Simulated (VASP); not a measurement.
Input:

```
Co3V
1.0
    3.46034     0.00000     0.00000
    0.00000     3.46034     0.00000
    0.00000     0.00000     3.46034
V Co
1 3
Cartesian
  0.00000   0.00000   0.00000
  1.73017   1.73017   0.00000
  0.00000   1.73017   1.73017
  1.73017   0.00000   1.73017
```

These are PBEsol GGA, VASP's PBE PAW potentials (set 64) (plane waves; VASP) values and carry that method's errors. Run with 400 eV cut-off, 10×10×10 Γ-centred mesh, tetrahedra with Blöchl corrections, potentials V_sv Co.

The cores are frozen, which limits the accuracy of field gradients.

Task: Give the principal components of the electric field gradient (V/Å²) and the asymmetry η at each nucleus.

Result: 
```json
[
 {"atom": "V1", "Vxx": "0.0", "Vyy": "0.0", "Vzz": "0.0", "η": "-"},
 {"atom": "Co2", "Vxx": "-2.3", "Vyy": "-2.3", "Vzz": "4.6", "η": "0.00"},
 {"atom": "Co3", "Vxx": "-2.3", "Vyy": "-2.3", "Vzz": "4.6", "η": "0.00"},
 {"atom": "Co4", "Vxx": "-2.3", "Vyy": "-2.3", "Vzz": "4.6", "η": "0.00"}
]
```

The structure comes from a computed database's VCo3 entry (Pm-3m); how it stands against other phases isn't given here. It was relaxed first. The run is not spin-polarised, so no magnetic state was tried.
